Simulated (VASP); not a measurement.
VASP ran on this input.

### POSCAR
```
HfO2
1
    0.0000000000     2.5908000000     2.5908000000
    2.5908000000     0.0000000000     2.5908000000
    2.5908000000     2.5908000000     0.0000000000
Hf O
1 2
Direct
  0.0000000000   0.0000000000   0.0000000000
  0.2500000000   0.2500000000   0.2500000000
  0.7500000000   0.7500000000   0.7500000000
```

KPOINTS:
```
Automatic mesh
0
Gamma
6 6 6
0 0 0
```

### INCAR
```
SYSTEM = HfO2
PREC = Accurate
ENCUT = 520
EDIFF = 1E-6
NELM = 100
ALGO = Normal
LREAL = .FALSE.
LASPH = .TRUE.
ISMEAR = 0
SIGMA = 0.05
GGA = PE
LMAXMIX = 6
LWAVE = .FALSE.
LCHARG = .FALSE.
ISIF = 2
ICHARG = 11
```

POTCAR, in this order: Hf_pv O (PBE.64 set). Program: vasp_std.

Output

**standard output**
```
 POSCAR found type information on POSCAR HfO
 POSCAR found :  2 types and       3 ions
 Reading from existing POTCAR
 Reading from existing POTCAR
 LDA part: xc-table for (Slater+PW92), standard interpolation
 WARNING: stress and forces are not correct
 POSCAR, INCAR and KPOINTS ok, starting setup
 WAVECAR not read
 WARNING: CHGCAR is incomplete

 -----------------------------------------------------------------------------
|                                                                             |
|     EEEEEEE  RRRRRR   RRRRRR   OOOOOOO  RRRRRR      ###     ###     ###     |
|     E        R     R  R     R  O     O  R     R     ###     ###     ###     |
|     E        R     R  R     R  O     O  R     R     ###     ###     ###     |
|     EEEEE    RRRRRR   RRRRRR   O     O  RRRRRR       #       #       #      |
|     E        R   R    R   R    O     O  R   R                               |
|     E        R    R   R    R   O     O  R    R      ###     ###     ###     |
|     EEEEEEE  R     R  R     R  OOOOOOO  R     R     ###     ###     ###     |
|                                                                             |
|     ICHARG>10                                                               |
|                                                                             |
|       ---->  I REFUSE TO CONTINUE WITH THIS SICK JOB ... BYE!!! <----       |
|                                                                             |
 -----------------------------------------------------------------------------
```

Read input and log: which fault does this run have?
(A) selective dynamics freezes every atom
(B) ICHARG = 11 asks for a fixed density, but there is no CHGCAR
(C) a metal was run with a tiny SIGMA on a coarse mesh
(D) the lattice was typed in bohr, and VASP reads ångström

B, ICHARG = 11 asks for a fixed density, but there is no CHGCAR. VASP stops with an error: ERROR: charge density could not be read from file CHGCAR for ICHARG>10 ----> I REFUSE TO CONTINUE WITH THIS SICK JOB ... BYE!!! <----

To mend it, run self-consistently first and keep its CHGCAR, or remove ICHARG. The plain static run on this cell (PBE GGA, plane waves, VASP's PBE PAW potentials (set 64)) converges, and its OSZICAR ends with
```
   1 F= -.30151329E+02 E0= -.30151329E+02  d E =-.101894E-10
```

The compound is HfO2 in the fluorite structure, the high-temperature cubic form, which is unstable at 0 K; the monoclinic form is the stable one. The cell was not relaxed at this level.
